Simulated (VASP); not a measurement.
Wanted: the native input for a VASP 6.6.1 run.

| Item | Value |
| --- | --- |
| Task | relaxation of cell and atoms |
| Functional | PBE |
| Potentials or basis | VASP PAW PBE potentials, release 64 (Al, N) |
| Cutoff | 520 eV |
| k mesh | 18 × 18 × 18 |
| Occupations | gaussian, width 0.02 eV |
| Spin | no spin polarisation |
| Further INCAR settings | ALGO = Normal; EDIFF = 1e-07; IBRION = 2; EDIFFG = -0.002; NSW = 80; ISIF = 3 |

The structure of AlN lies in POSCAR:

```
AlN                                     
1.0
   -0.0000000000      2.2005494892      2.2005494892
    2.2005494892     -0.0000000000      2.2005494892
    2.2005494892      2.2005494892      0.0000000000
  Al              N             
     1     1
Direct
     0.0000000000000000    0.0000000000000000    0.0000000000000000
     0.7500000000000000    0.7500000000000000    0.7500000000000000
```

Measurements of this composition are mostly on another form, of space group No. 186.

One way to write it, as run:

INCAR

```
PREC = Accurate
ENCUT = 520
EDIFF = 1E-7
ISMEAR = 0
SIGMA = 0.02
LREAL = False
LASPH = True
NELM = 100
ALGO = Normal
ISIF = 3
LWAVE = False
LCHARG = False
GGA = PE
IBRION = 2
NSW = 80
EDIFFG = -0.002
```

KPOINTS

```
regular mesh
0
Gamma
  18 18 18
```

Potentials or basis: VASP PAW PBE potentials, release 64 (Al, N).

Run with:

```sh
$ cat potpaw_PBE.64/Al/POTCAR potpaw_PBE.64/N/POTCAR > POTCAR
$ mpirun -np 1 vasp_std > vasp.out
```

Results of the run:

* Pressure after relaxing: 0.0 GPa
* Band gap on the k mesh: 3.31 eV, indirect (least direct gap 4.00 eV)

Caveat: the relaxation stopped at its first step, so nothing moved.

It took 9.2 s on 1 thread of Intel(R) Xeon(R) 6975P-C (Granite Rapids) (shared host), peak memory 0.15 GiB.
